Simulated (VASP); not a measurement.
Given:

```
CELL_PARAMETERS angstrom
      0.00000     2.04138     2.04138
      2.04138     0.00000     2.04138
      2.04138     2.04138     0.00000
ATOMIC_POSITIONS crystal
  Ag 0.00000 0.00000 0.00000
```

Method: SCAN meta-GGA, VASP's PBE PAW potentials (set 64) (plane waves; VASP). Run with 520 eV cut-off, 15×15×15 Γ-centred mesh, first-order Methfessel-Paxton smearing of 0.10 eV, potentials Ag.

Question: Give the energy at these volumes per atom, relative to the lowest: 15.97, 16.48, 16.99, 17.50, 18.01 Å³.

Answer: 25.8, 6.3, 0.0, 4.4, 17.2 meV/atom. A third-order Birch-Murnaghan fit gives B0 = 110 GPa and B0′ = 6.5.

Measured: bulk modulus 110 GPa at 0 K (computed value off by -0.2 %), as given by H. Levämäki et al., Physical Review B (2014), arXiv:1402.3671 [corrected for temperature and zero-point phonon effects]; a 4.062 Å at 0 K (computed value off by +0.5 %), as given by Daniel Mejia-Rodriguez et al., Physical Review B (2018), arXiv:1807.09216 [static lattice: zero-point anharmonic expansion removed].

The compound is Ag in the fcc structure. It was relaxed first.
